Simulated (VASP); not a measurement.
Consider the following.

```xyz
3
Lattice="0.0000 3.4996 3.4996 3.4996 0.0000 3.4996 3.4996 3.4996 0.0000" Properties=species:S:1:pos:R:3 pbc="T T T"
Sr     0.0000     0.0000     0.0000
Cl     1.7498     1.7498     1.7498
Cl     5.2494     5.2494     5.2494
```

Calculation: MS2 meta-GGA, VASP's PBE PAW potentials (set 64) (plane waves; VASP). Run with 520 eV cut-off, 5×5×5 Γ-centred mesh, Gaussian smearing of 0.050 eV, potentials Sr_sv Cl.

Problem. Estimate the energy per atom (σ→0).

Solution. 
```
Item                           Result
---------------------  --------------
energy per atom (σ→0)  -7852 meV/atom
```

Only differences to runs with the same potentials and settings are physical.

The compound is SrCl2 in the fluorite structure. It was relaxed first. The start is the result of an earlier pass.
